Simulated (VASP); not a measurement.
Method: LDA (Ceperley-Alder, Perdew-Zunger), VASP's LDA PAW potentials (set 64) (plane waves; VASP 6.6.1).

VASP ran on this input.

POSCAR:
```
RuAl
1
    2.8561197315     0.0000000000     0.0000000000
    0.0000000000     2.8561197315     0.0000000000
    0.0000000000     0.0000000000     2.8561197315
Al Ru
1 1
Direct
  0.5000000000   0.5000000000   0.5000000000
  0.0000000000   0.0000000000   0.0000000000
```

KPOINTS:
```
kpoints
0
Gamma
13 13 13
0 0 0
```

**INCAR**
```
ALGO = Normal
EDIFF = 1E-6
EDIFFG = -0.02
ENCUT = 500
IBRION = 2
ISIF = 3
ISMEAR = 1
LASPH = .TRUE.
LCHARG = .FALSE.
LMAXMIX = 4
LREAL = .FALSE.
LWAVE = .FALSE.
NELM = 100
NSW = 40
PREC = Accurate
PSTRESS = 450
SIGMA = 0.1
SYSTEM = RuAl
```

POTCAR, in this order: Al Ru_pv (LDA.64 set). Program: vasp_std.

Energy and stress use the plane-wave basis of the starting cell.

Predict the energy per atom (σ→0), volume per atom, band gap (on the k-mesh).

energy per atom (σ→0): -7.882 eV/atom
band gap (on the k-mesh): none (metal, semimetal or under 0.01 eV)
volume per atom: 11.21 Å³/atom

File OSZICAR:
```
...
   3 F= -.94682840E+01 E0= -.94686025E+01  d E =-.429833E-01
       N       E                     dE             d eps       ncg     rms          rms(c)
DAV:   1    -0.157642425402E+02    0.10581E-01   -0.17541E-02  2068   0.196E+00    0.356E-01
DAV:   2    -0.157632371305E+02    0.10054E-02   -0.49686E-03  2104   0.894E-01    0.875E-02
DAV:   3    -0.157632148550E+02    0.22275E-04   -0.90575E-05  2156   0.116E-01    0.310E-02
DAV:   4    -0.157632141531E+02    0.70195E-06   -0.26623E-05  2084   0.402E-02    0.667E-03
DAV:   5    -0.157632142423E+02   -0.89170E-07   -0.48894E-07  1432   0.751E-03
   4 F= -.94684097E+01 E0= -.94687253E+01  d E =-.431091E-01
```

The compound is RuAl in the CsCl type structure. This run relaxes it under an external pressure of 45 GPa. Symmetry was kept, so distortions that lower it aren't found. The electron count is odd and the run is not spin-polarised, which forces a metal.
